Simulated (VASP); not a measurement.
The system is Mg.

```xyz
2
Lattice="3.2093 0.0000 0.0000 -1.6046 2.7793 0.0000 0.0000 0.0000 5.2103" Properties=species:S:1:pos:R:3 pbc="T T T"
Mg    0.0000    1.8529    1.3026
Mg    1.6047    0.9264    3.9077
```

```yaml
Program: VASP 6.6.1
Task: relaxation of cell and atoms
Functional: LDA
Potentials_or_basis: VASP PAW LDA potentials, release 64 (Mg)
Cutoff: 600 eV
k_mesh: 15 × 15 × 8
Occupations: gaussian, width 0.1 eV
Spin: no spin polarisation
```

At the start: pressure -2.8 GPa; volume 23.24 Å³/atom.

Question: How do energy, volume and symmetry change on relaxing?

Answer: Over 6 steps the energy falls by 17.6 meV/atom and the volume is 21.41 Å³/atom (-7.9 %); space group P6_3/mmc (No. 194, to 0.05 Å).

The path:
```tsv
step	energy change (eV)	largest force (eV/Å)	pressure (GPa)	volume (Å³)
1	0.0000	0.0000	-2.81	46.47
2	-0.0322	0.0000	-0.85	43.79
3	-0.0349	0.0000	-0.02	42.87
4	-0.0349	0.0000	0.04	42.80
5	-0.0351	0.0000	0.04	42.81
6	-0.0351	0.0000	0.03	42.82
```

Final structure:
```cif
data_structure
_symmetry_space_group_name_H-M 'P 1'
_symmetry_Int_Tables_number 1
_cell_length_a 3.1372
_cell_length_b 3.1372
_cell_length_c 5.0241
_cell_angle_alpha 90.000
_cell_angle_beta 90.000
_cell_angle_gamma 120.000
_cell_volume 42.82
loop_
_atom_site_label
_atom_site_type_symbol
_atom_site_fract_x
_atom_site_fract_y
_atom_site_fract_z
_atom_site_occupancy
Mg1 Mg 0.33333 0.66667 0.25000 1
Mg2 Mg 0.66667 0.33333 0.75000 1
```
